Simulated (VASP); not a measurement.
Crystal: Sc.

```xyz
2
Lattice="3.2700 0.0000 0.0000 -1.6350 2.8319 0.0000 0.0000 0.0000 5.0900" Properties=species:S:1:pos:R:3 pbc="T T T"
Sc    0.0000    1.8879    1.2725
Sc    1.6350    0.9440    3.8175
```

The cell was built by a generator and needn't be a form met in nature.

```yaml
Program: VASP 6.6.1
Task: relaxation of cell and atoms
Functional: PBEsol
Dispersion: D3(BJ)
Potentials_or_basis: VASP PAW PBE potentials, release 64 (Sc_sv)
Cutoff: 600 eV
k_mesh: 14 × 14 × 8
Occupations: methfessel-paxton, width 0.1 eV
Spin: no spin polarisation
```

At the start: pressure -2.8 GPa; volume 23.57 Å³/atom.

Task: How do energy, volume and symmetry change on relaxing?

Result: Over 5 steps the energy falls by 10.1 meV/atom and the volume is 22.45 Å³/atom (-4.7 %); space group P6_3/mmc (No. 194, to 0.05 Å).

The path:
| step | energy change (eV) | largest force (eV/Å) | pressure (GPa) | volume (Å³) |
| --- | --- | --- | --- | --- |
| 1 | 0.0000 | 0.0000 | -2.77 | 47.14 |
| 2 | -0.0190 | 0.0000 | 0.70 | 44.41 |
| 3 | -0.0200 | 0.0000 | 0.01 | 44.90 |
| 4 | -0.0201 | 0.0000 | 0.01 | 44.90 |
| 5 | -0.0202 | 0.0000 | 0.00 | 44.90 |

Final structure:
```
Sc
1.0
     3.22493    0.00000    0.00000
    -1.61246    2.79287    0.00000
     0.00000    0.00000    4.98518
Sc
2
Cartesian
  0.0000 1.8619 1.2463
  1.6125 0.9310 3.7389
```

Caveat: the PAW data sets were made with another functional, which shifts forces and pressure a little; pairwise dispersion overbinds metals, which lowers pressure and volume.
